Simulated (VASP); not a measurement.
A convergence study with VASP on HgTe (space group no. 216 when undisturbed): one setting is varied, all else stays as given below, so the limit is that of these other settings. One atom is moved off its site, so that forces are finite.

```xyz
2
Lattice="0.0000 3.2138 3.2138 3.2138 0.0000 3.2138 3.2138 3.2138 0.0000" Properties=species:S:1:pos:R:3 pbc="T T T"
Hg     0.0289     0.0289     0.0289
Te     1.6069     1.6069     1.6069
```

Calculation: PBEsol GGA, VASP's PBE PAW potentials (set 64) (plane waves; VASP). The tightest run used: 720 eV cut-off, 7×7×7 Γ-centred mesh, Fermi-Dirac smearing of 0.010 eV, potentials Hg Te.

**Question.** The settings run are ENCUT = 105; ENCUT = 120; ENCUT = 135; ENCUT = 150; ENCUT = 165; ENCUT = 180; ENCUT = 210; ENCUT = 240; ENCUT = 270; ENCUT = 330; ENCUT = 360; ENCUT = 405; ENCUT = 450; ENCUT = 525; ENCUT = 600; ENCUT = 720. From which on does the energy per atom stay within 0.005 eV/atom of the tightest run?

**Answer.** From ENCUT = 240 on: it is off by 0.0001 there and by no more than 0.005 in any finer run, while ENCUT = 210 is off by 0.0181.
| setting | E (eV/atom) | pressure (GPa) | largest force (eV/Å) | plane waves | difference judged (eV/atom) |
|---|---|---|---|---|---|
| ENCUT = 105 | 8.8837 | -337.92 | 0.002 | 169 | 11.0584 |
| ENCUT = 120 | 3.2082 | -225.21 | 0.126 | 205 | 5.3829 |
| ENCUT = 135 | 0.0291 | -137.43 | 0.236 | 259 | 2.2038 |
| ENCUT = 150 | -1.0840 | -80.78 | 0.257 | 290 | 1.0907 |
| ENCUT = 165 | -1.7812 | -42.26 | 0.239 | 331 | 0.3935 |
| ENCUT = 180 | -2.0215 | -21.29 | 0.229 | 378 | 0.1531 |
| ENCUT = 210 | -2.1566 | -2.77 | 0.228 | 471 | 0.0181 |
| ENCUT = 240 | -2.1745 | 1.58 | 0.232 | 567 | 0.0001 |
| ENCUT = 270 | -2.1764 | 1.95 | 0.232 | 676 | 0.0018 |
| ENCUT = 330 | -2.1745 | 1.68 | 0.233 | 914 | 0.0001 |
| ENCUT = 360 | -2.1743 | 1.81 | 0.233 | 1041 | 0.0004 |
| ENCUT = 405 | -2.1747 | 1.97 | 0.233 | 1246 | 0.0001 |
| ENCUT = 450 | -2.1748 | 2.00 | 0.233 | 1459 | 0.0001 |
| ENCUT = 525 | -2.1747 | 1.97 | 0.233 | 1837 | 0.0000 |
| ENCUT = 600 | -2.1746 | 2.00 | 0.233 | 2239 | 0.0000 |
| ENCUT = 720 | -2.1747 | 2.00 | 0.233 | 2927 | 0.0000 |

Left out are rungs that failed or repeat a setting and relaxations that didn't move; long series are thinned to 24 rows.

The structure is a typed HgTe crystal (space group no. 216). The cell was not relaxed at this level, it is distorted from the ideal structure.
